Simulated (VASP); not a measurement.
**Te2Ir2O: single point with PBE**

Te2Ir2O:

```
Ir Te O
1.0
     5.42990    3.35366    0.00000
     5.42990   -3.35366    0.00000
     0.00000    0.00000   -5.92387
Ir Te O
4 4 2
Cartesian
  1.9222 1.0101 -4.2433
  8.9376 -1.0101 -1.2813
  8.9376 1.0101 -4.2433
  1.9222 -1.0101 -1.2813
  2.3881 0.8263 -2.2072
  8.4717 -0.8263 -5.1692
  8.4717 0.8263 -2.2072
  2.3881 -0.8263 -5.1692
  5.4299 -1.9632 -4.5270
  5.4299 1.9632 -1.5651
```

The cell was built by a generator and needn't be a form met in nature.

* Program: VASP 6.6.1
* Task: single point
* Functional: PBE
* Potentials or basis: VASP PAW PBE potentials, release 64 (Ir, Te, O)
* Cutoff: 520 eV
* k mesh: 3 × 3 × 3
* Occupations: fermi-dirac, width 0.0897 eV
* Spin: no spin polarisation
* Dipole correction: no
* Further INCAR settings: ALGO = Normal; EDIFF = 1e-06; NBANDS = 47

The pressure is 94.0 GPa. The largest force is 14.590 eV/Å. The band gap on the k mesh is none (metal or under the smearing width).

Forces on the atoms (eV/Å):
```
Ir  -14.239   2.650  -1.763
Ir   14.239  -2.650  -1.763
Ir   14.239   2.650  -1.763
Ir  -14.239  -2.650  -1.763
Te   -1.306   1.067   1.789
Te    1.306  -1.067   1.789
Te    1.306   1.067   1.789
Te   -1.306  -1.067   1.789
O     0.000   0.498  -0.053
O     0.000  -0.498  -0.053
```

Stress tensor (GPa, compression positive):
```
 40.37   0.00   0.00
  0.00 119.01   0.00
  0.00   0.00 122.72
```

Levels at points of the mesh, in eV from the Fermi level:
```
           k point  band 33  band 34  band 35  band 36  band 37  band 38  band 39  band 40
(0.00, 0.00, 0.00)    -1.54    -1.42    -0.70    -0.59    -0.38    -0.34     0.36     1.68
```

Run time: 88 s on 1 thread of Intel(R) Xeon(R) Platinum 8559C (Emerald Rapids) (shared host), peak memory 0.35 GiB.

Caveat: the k mesh is coarse (spacing up to 0.37 Å⁻¹), so the values aren't converged; a pressure of tens of GPa on the cell as given is suspect, and the run, the potentials or the cell itself is likely at fault; forces of over 1 eV/Å show positions far from the minimum, so gaps and moduli don't describe the material at rest. Spin-orbit coupling is left out, which matters for the levels of Ir, Te.
